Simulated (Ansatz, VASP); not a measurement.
# Two plane-wave programs on GaF

```
CELL_PARAMETERS angstrom
0.00000 2.78814 2.78814
2.78814 0.00000 2.78814
2.78814 2.78814 0.00000
ATOMIC_POSITIONS crystal
Ga 0.25000 0.25000 0.25000
F 0.00000 0.00000 0.00000
```

The cell was built by a generator and needn't be a form met in nature.

Alike in both runs: task single point; functional PBE; k mesh 8 × 8 × 8; occupations fermi-dirac, width 0.05 eV; no spin polarisation.

|  | VASP | Ansatz |
| --- | --- | --- |
| version | VASP 6.6.1 | Ansatz 0.2.0 |
| potentials or method | VASP PAW PBE potentials, release 64 (Ga_d, F) | Ansatz PAW soft_1 |
| plane-wave cutoff (eV) | 520 | 420 |
| valence electrons in the cell | 20 | 20 |

```tsv
	VASP	Ansatz	Ansatz less VASP
gap on the k mesh at the Fermi level (eV)	2.01	2.01	+0.004
least direct gap on the mesh (eV)	2.02	2.02	+0.004
pressure (GPa)	1.8	1.9	+0.11
```

With one functional, cell and mesh, what is left measures potentials, basis and numerics.

A k mesh can miss the band edges. As with any semilocal functional, this PBE gap is likely too small.
